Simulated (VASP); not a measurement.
Method: PBE GGA, VASP's PBE PAW potentials (set 64) (plane waves; VASP 6.6.1).

Input for VASP

### INCAR
```
SYSTEM  =  Ni3Si
LCHARG  =  .False.
LASPH  =  .True.
ALGO  =  Normal   # blocked Davidson
ENCUT  =  300   # plane-wave cut-off (eV)
EDIFF  =  1E-6   # SCF stop (eV)
PREC  =  Accurate
ISIF  =  2   # forces and stress, cell fixed
LMAXMIX  =  4   # l cut-off of mixed one-centre charges
SIGMA  =  0.01   # width (eV)
GGA  =  PE
LWAVE  =  .False.
LREAL  =  Auto
ISMEAR  =  1   # Methfessel-Paxton
NELM  =  100   # most electronic steps
```

### POSCAR
```
Ni3Si
1
    3.5100000000     0.0000000000     0.0000000000
    0.0000000000     4.9638900000     0.0000000000
    0.0000000000     0.0000000000    24.6868000000
Si Ni
4 12
Direct
  0.0000000000   0.7857950000   0.3743300000
  0.0000000000   0.2857950000   0.4748650000
  0.0000000000   0.7857950000   0.5754050000
  0.0000000000   0.2857950000   0.6759400000
  0.5000000000   0.5357950000   0.3240600000
  0.5000000000   0.0357950000   0.3240600000
  0.0000000000   0.2857950000   0.3743300000
  0.5000000000   0.0357950000   0.4245990000
  0.5000000000   0.5357950000   0.4245990000
  0.0000000000   0.7857950000   0.4748650000
  0.5000000000   0.5357950000   0.5251350000
  0.5000000000   0.0357950000   0.5251350000
  0.0000000000   0.2857950000   0.5754050000
  0.5000000000   0.0357950000   0.6256700000
  0.5000000000   0.5357950000   0.6256700000
  0.0000000000   0.7857950000   0.6759400000
```

### KPOINTS
```
Regular mesh
0
G
8 6 1
```

POTCAR, in this order: Si Ni (PBE.64 set). Program: vasp_std.

The run wrote:

**OSZICAR**
```
       N       E                     dE             d eps       ncg     rms          rms(c)
DAV:   1     0.824631777930E+03    0.82463E+03   -0.44495E+04  3280   0.118E+03
DAV:   2    -0.293584087546E+02   -0.85399E+03   -0.82612E+03  3328   0.332E+02
DAV:   3    -0.100962163235E+03   -0.71604E+02   -0.68590E+02  3533   0.130E+02
DAV:   4    -0.103580130561E+03   -0.26180E+01   -0.25840E+01  3662   0.236E+01
DAV:   5    -0.103684499964E+03   -0.10437E+00   -0.10423E+00  4232   0.407E+00    0.365E+01
DAV:   6    -0.110756238068E+03   -0.70717E+01   -0.26657E+02  3839   0.154E+02    0.429E+01
DAV:   7    -0.100293777514E+03    0.10462E+02   -0.98992E+01  3845   0.143E+02    0.433E+01
DAV:   8    -0.112517261732E+03   -0.12223E+02   -0.12510E+02  4770   0.129E+02    0.585E+01
DAV:   9    -0.100710812446E+03    0.11806E+02   -0.10781E+02  4757   0.745E+01    0.322E+01
DAV:  10    -0.927179905491E+02    0.79928E+01   -0.28706E+01  5267   0.748E+01    0.217E+01
DAV:  11    -0.903467546461E+02    0.23712E+01   -0.20084E+01  5020   0.490E+01    0.104E+01
DAV:  12    -0.902556250462E+02    0.91130E-01   -0.74448E+00  4531   0.410E+01    0.106E+01
DAV:  13    -0.898258827578E+02    0.42974E+00   -0.50255E+00  4095   0.324E+01    0.622E+00
DAV:  14    -0.899956686478E+02   -0.16979E+00   -0.33399E+00  4091   0.226E+01    0.777E+00
DAV:  15    -0.896968918482E+02    0.29878E+00   -0.12808E+00  3959   0.167E+01    0.406E+00
DAV:  16    -0.897051541406E+02   -0.82623E-02   -0.28660E-01  4078   0.476E+00    0.379E+00
DAV:  17    -0.896577207877E+02    0.47433E-01   -0.26031E-01  4172   0.790E+00    0.291E+00
DAV:  18    -0.896126100864E+02    0.45111E-01   -0.37696E-01  4981   0.672E+00    0.157E+00
DAV:  19    -0.896098884920E+02    0.27216E-02   -0.70845E-02  4072   0.352E+00    0.950E-01
DAV:  20    -0.896079791483E+02    0.19093E-02   -0.23317E-02  4004   0.277E+00    0.722E-01
DAV:  21    -0.896069717455E+02    0.10074E-02   -0.17584E-02  4034   0.162E+00    0.601E-01
DAV:  22    -0.896051310641E+02    0.18407E-02   -0.73022E-03  4781   0.790E-01    0.264E-01
DAV:  23    -0.896048293880E+02    0.30168E-03   -0.14486E-03  4697   0.431E-01    0.107E-01
DAV:  24    -0.896047973186E+02    0.32069E-04   -0.43150E-04  4300   0.225E-01    0.111E-01
DAV:  25    -0.896049303210E+02   -0.13300E-03   -0.36361E-04  3439   0.157E-01    0.623E-02
DAV:  26    -0.896051401923E+02   -0.20987E-03   -0.26498E-04  4426   0.164E-01    0.567E-02
DAV:  27    -0.896052561489E+02   -0.11596E-03   -0.91011E-05  3398   0.835E-02    0.282E-02
DAV:  28    -0.896054234462E+02   -0.16730E-03   -0.37426E-05  4239   0.477E-02    0.236E-02
DAV:  29    -0.896055729462E+02   -0.14950E-03   -0.50546E-05  3772   0.709E-02    0.306E-02
DAV:  30    -0.896056291678E+02   -0.56222E-04   -0.38281E-05  4062   0.572E-02    0.163E-02
DAV:  31    -0.896056624686E+02   -0.33301E-04   -0.92042E-06  3317   0.176E-02    0.146E-02
DAV:  32    -0.896056972342E+02   -0.34766E-04   -0.10071E-05  2861   0.280E-02    0.917E-03
DAV:  33    -0.896057121434E+02   -0.14909E-04   -0.17239E-06  2360   0.961E-03    0.576E-03
DAV:  34    -0.896057390787E+02   -0.26935E-04   -0.95362E-07  2167   0.557E-03    0.342E-03
DAV:  35    -0.896057626881E+02   -0.23609E-04   -0.98573E-07  2196   0.622E-03    0.173E-03
DAV:  36    -0.896057705969E+02   -0.79088E-05   -0.31670E-07  2048   0.278E-03    0.159E-03
DAV:  37    -0.896057761012E+02   -0.55043E-05   -0.21917E-07  1973   0.188E-03    0.118E-03
DAV:  38    -0.896057784012E+02   -0.23000E-05   -0.84586E-08  1985   0.116E-03    0.100E-03
DAV:  39    -0.896057788371E+02   -0.43593E-06   -0.26044E-08  1805   0.142E-03
   1 F= -.89605779E+02 E0= -.89605633E+02  d E =-.438207E-03
```

File OUTCAR:
```
------------------------ aborting loop because EDIFF is reached ----------------------------------------
  FORCE on cell =-STRESS in cart. coord.  units (eV):
  Direction    XX          YY          ZZ          XY          YZ          ZX
  --------------------------------------------------------------------------------------
  Total       -6.1494652     -8.8373499     -5.2645262      0.0000000      0.0000000      0.0000000
  in kB      -22.9062432    -32.9183885    -19.6099195      0.0000000      0.0000000      0.0000000
  external PRESSURE =     -25.1448504 kB  Pullay stress =       0.0000000 kB
  volume of cell :      430.12
      direct lattice vectors                 reciprocal lattice vectors
     3.510000000  0.000000000  0.000000000     0.284900285  0.000000000  0.000000000
     0.000000000  4.963890000  0.000000000     0.000000000  0.201454907  0.000000000
     0.000000000  0.000000000 24.686800000     0.000000000  0.000000000  0.040507478
 POSITION                                       TOTAL-FORCE (eV/Angst)
 -----------------------------------------------------------------------------------
      0.00000      3.90060      9.24101         0.000000      0.000000     -0.561935
      0.00000      1.41865     11.72290         0.000000      0.000000     -0.135390
      0.00000      3.90060     14.20491         0.000000      0.000000      0.103504
      0.00000      1.41865     16.68680         0.000000      0.000000     -1.236197
      1.75500      2.65963      8.00000         0.000000      0.327395      0.690152
      1.75500      0.17768      8.00000         0.000000     -0.327395      0.690152
      0.00000      1.41865      9.24101         0.000000      0.000000     -0.317300
      1.75500      0.17768     10.48199         0.000000      0.038356     -0.114334
      1.75500      2.65963     10.48199         0.000000     -0.038356     -0.114334
      0.00000      3.90060     11.72290         0.000000      0.000000     -0.107318
      1.75500      2.65963     12.96390         0.000000     -0.011435      0.030733
      1.75500      0.17768     12.96390         0.000000      0.011435      0.030733
      0.00000      1.41865     14.20491         0.000000      0.000000     -0.078874
      1.75500      0.17768     15.44579         0.000000      0.053600      0.726140
      1.75500      2.65963     15.44579         0.000000     -0.053600      0.726140
      0.00000      3.90060     16.68680         0.000000      0.000000     -0.331872
 -----------------------------------------------------------------------------------
    total drift:                               -0.000000      0.000090     -0.000477
  FREE ENERGIE OF THE ION-ELECTRON SYSTEM (eV)
  ---------------------------------------------------
  free  energy   TOTEN  =       -89.6057788371 eV

  energy  without entropy=      -89.6053406296  energy(sigma->0) =      -89.60563277
```
(Selected blocks of OUTCAR.)

At this cut-off the stress carries a Pulay error, which pulls relaxed volumes low. The cell holds a wide vacuum, so values per volume refer to the whole cell.

The cell is a sheet with vacuum, built from a generated structure. The run is not spin-polarised, so no magnetic state was tried.
